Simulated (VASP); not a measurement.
VASP ran on this input.

### POSCAR
```
Ta2N
1
    3.1106695592     0.0000000445     0.0000000000
   -1.5553342032     2.6939185622    -0.0000000000
    0.0000000000    -0.0000000000     4.8621869024
N Ta
1 2
Direct
  0.0000000000   0.0000000000   0.0000000000
  0.3333330000   0.6666670000   0.2530596617
  0.6666670000   0.3333330000   0.7469403383
```

**INCAR**
```
ALGO = Normal
EDIFF = 1E-6
EDIFFG = -0.02
ENCUT = 500
GGA = PE
IBRION = 2
ISIF = 3
ISMEAR = 1
LASPH = .TRUE.
LCHARG = .FALSE.
LMAXMIX = 6
LREAL = .FALSE.
LWAVE = .FALSE.
NELM = 100
NSW = 60
PREC = Accurate
SIGMA = 0.1
SYSTEM = Ta2N
```

KPOINTS:
```
kpoints
0
gamma
10 10 6
```

POTCAR, in this order: N Ta_pv (PBE.64 set). Program: vasp_std.

Q: Write an equivalent input for Quantum ESPRESSO's pw.x.

A: One equivalent input (not run):
```
&CONTROL
  calculation = 'vc-relax'
  pseudo_dir = './pseudo'
  outdir = './out'
  tprnfor = .true.
  tstress = .true.
  nstep = 60
  forc_conv_thr = 0.00078
/
&SYSTEM
  ibrav = 0
  nat = 3
  ntyp = 2
  ecutwfc = 84
  occupations = 'smearing'
  smearing = 'methfessel-paxton'
  degauss = 0.00735
  input_dft = 'pbe'
/
&ELECTRONS
  conv_thr = 7.3e-08
  electron_maxstep = 100
/
&IONS
/
&CELL
/
ATOMIC_SPECIES
  N 14.007 N.upf
  Ta 180.948 Ta.upf
CELL_PARAMETERS angstrom
     3.1106696    0.0000000    0.0000000
    -1.5553342    2.6939186   -0.0000000
     0.0000000   -0.0000000    4.8621869
ATOMIC_POSITIONS crystal
  N    0.0000000  0.0000000  0.0000000
  Ta   0.3333330  0.6666670  0.2530597
  Ta   0.6666670  0.3333330  0.7469403
K_POINTS automatic
  10 10 6 0 0 0
```
Limits of the translation: the potentials are each code's own (VASP's PAW set, PseudoDojo norm-conserving files in pw.x), so ENCUT and ecutwfc are chosen apart and not converted; conv_thr bounds pw.x's estimated SCF error, while EDIFF bounds the energy change between steps; forc_conv_thr acts on force components and is met together with etot_conv_thr.

The structure was generated: Ta2N was put into the CdI2 type (P-3m1), which need not be its known phase. This run relaxes it. Symmetry was kept, so distortions that lower it aren't found. The start is the result of an earlier pass.
